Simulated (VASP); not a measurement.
Input:

```yaml
crystal:
  lattice:
    - [3.78170, 0.00000, 0.00000]
    - [0.00000, 3.78170, 0.00000]
    - [0.00000, 0.00000, 3.78170]
  atoms:
    - { symbol: Tl, position: [0.00000, 0.00000, 0.00000] }
    - { symbol: Cl, position: [0.50000, 0.50000, 0.50000] }
```

These are vdW-DF-cx, VASP's PBE PAW potentials (set 64) (plane waves; VASP) values and carry that method's errors. Run with 520 eV cut-off, Gaussian smearing of 0.050 eV, potentials Tl_d Cl.

Unless said otherwise, spin-orbit coupling is left out, though it shifts the bands of the heavy elements here.

**Question.** Give the energies of bands 7 to 13 at the high-symmetry points, in eV from the valence-band maximum.

**Answer.** 
| band | Γ | X | M | R |
|---|---|---|---|---|
| 7 | -4.71 | -5.75 | -3.51 | -2.20 |
| 8 | -1.70 | -1.22 | -3.28 | -2.20 |
| 9 | -1.70 | -1.22 | -3.28 | -2.20 |
| 10 | -1.70 | 0.00 | -1.19 | -2.20 |
| 11 | 7.73 | 1.94 | 4.89 | 2.33 |
| 12 | 7.73 | 6.51 | 4.89 | 2.33 |
| 13 | 7.92 | 6.51 | 8.42 | 2.33 |

The gap is direct, 1.94 eV, from the valence maximum at X to the conduction minimum at X.

The compound is TlCl in the CsCl type structure. It was relaxed first.
